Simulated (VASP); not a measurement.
Energy against volume of Pb (fcc). All values below come from MS2 meta-GGA, VASP's PBE PAW potentials (set 64) (plane waves; VASP). Settings: 520 eV cut-off, 13×13×13 Γ-centred mesh, first-order Methfessel-Paxton smearing of 0.10 eV, potentials Pb_d.

```tsv
V (Å³/atom)	E (eV/atom)
28.892	16.20838
29.785	16.20276
30.679	16.20525
31.572	16.21486
```

Fit these four points and predict the energy of the run at 27.998 Å³/atom.

A cubic in V^(−2/3), the third-order Birch-Murnaghan form, passes through the four points with V0 = 29.94 Å³/atom and B0 = 48 GPa, and gives 16.2232 eV/atom there. The run gave 16.2240 eV/atom, +0.7 meV/atom from the fit; all five points give B0 = 48 GPa.

The compound is Pb in the fcc structure. It was relaxed first.
